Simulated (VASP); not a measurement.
An input for Quantum ESPRESSO's pw.x (written as the equivalent of a VASP run, and not itself run):

```
&CONTROL
  calculation = 'scf'
  pseudo_dir = './pseudo'
  outdir = './out'
  tprnfor = .true.
  tstress = .true.
/
&SYSTEM
  ibrav = 0
  nat = 2
  ntyp = 2
  ecutwfc = 58
  occupations = 'smearing'
  smearing = 'gaussian'
  degauss = 0.003675
  input_dft = 'pbe'
/
&ELECTRONS
  conv_thr = 7.3e-08
  electron_maxstep = 100
/
ATOMIC_SPECIES
  Cs 132.905 Cs.upf
  Cl 35.450 Cl.upf
CELL_PARAMETERS angstrom
     4.2024000    0.0000000    0.0000000
     0.0000000    4.2024000    0.0000000
     0.0000000    0.0000000    4.2024000
ATOMIC_POSITIONS crystal
  Cs   0.0000000  0.0000000  0.0000000
  Cl   0.5000000  0.5000000  0.5000000
K_POINTS automatic
  7 7 7 0 0 0
```

Question: Translate this input to VASP (INCAR, KPOINTS, POSCAR, choice of POTCAR).

Answer: One answer among several that fit: 
### INCAR
```
! general
SYSTEM =CsCl
PREC   =Accurate
ENCUT  =400   ! plane-wave cut-off (eV)
LREAL  =F   ! projection in real space or not
LASPH  =T

! electronic loop
EDIFF  =1E-6   ! SCF stop (eV)
NELM   =100
ALGO   =Normal   ! blocked Davidson
LMAXMIX=4

! smearing
ISMEAR =0   ! Gaussian
SIGMA  =0.05

! functional
GGA    =PE

! ions
ISIF   =2

! output
LWAVE  =F
LCHARG =F
```

File POSCAR:
```
CsCl
1
    4.2024000000     0.0000000000     0.0000000000
    0.0000000000     4.2024000000     0.0000000000
    0.0000000000     0.0000000000     4.2024000000
Cs Cl
1 1
Direct
  0.0000000000   0.0000000000   0.0000000000
  0.5000000000   0.5000000000   0.5000000000
```

KPOINTS:
```
Automatic
0
G
7 7 7
0 0 0
```

POTCAR, in this order: Cs_sv Cl (PBE.64 set). Program: vasp_std.

The two are equivalent in intent, not identical: the potentials are each code's own (VASP's PAW set, PseudoDojo norm-conserving files in pw.x), so ENCUT and ecutwfc are chosen apart and not converted; conv_thr bounds pw.x's estimated SCF error, while EDIFF bounds the energy change between steps.

The compound is CsCl in the CsCl type structure. The cell was not relaxed at this level. The run is one of a series of settings (KPOINTS 7×7×7 Γ-centred mesh against the base run), some of them coarse on purpose.
